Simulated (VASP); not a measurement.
Consider the following.

```xyz
5
Lattice="3.9469 0.0000 0.0000 0.0000 3.9469 0.0000 0.0000 0.0000 3.9469" Properties=species:S:1:pos:R:3 pbc="T T T"
Ba     0.0000     0.0000     0.0000
Hf     1.9735     1.9735     1.9735
O      1.9735     0.0000     1.9735
O      0.0000     1.9735     1.9735
O      1.9735     1.9735     0.0000
```

Calculation: PBE GGA, VASP's PBE PAW potentials (set 64) (plane waves; VASP 6.6.1). Settings: 620 eV cut-off, 6×6×6 Γ-centred mesh, Gaussian smearing of 0.050 eV, potentials Ba_sv Hf_pv O.

Unless said otherwise, spin-orbit coupling is left out, though it shifts the bands of the heavy elements here.

Problem. What does the run give for the energy per atom (σ→0), pressure, band gap (on the k-mesh) with the smallest direct gap where there is one?

Solution. 
* **band gap (on the k-mesh)**: 3.80 eV
* **smallest direct gap (on the k-mesh)**: 3.80 eV
* **energy per atom (σ→0)**: -8.410 eV/atom
* **pressure**: 44.91 GPa

The absolute energy has meaning only against runs of the same code, potentials and settings.

The compound is BaHfO3 in the cubic perovskite structure. It was relaxed first under an external pressure of 45 GPa.
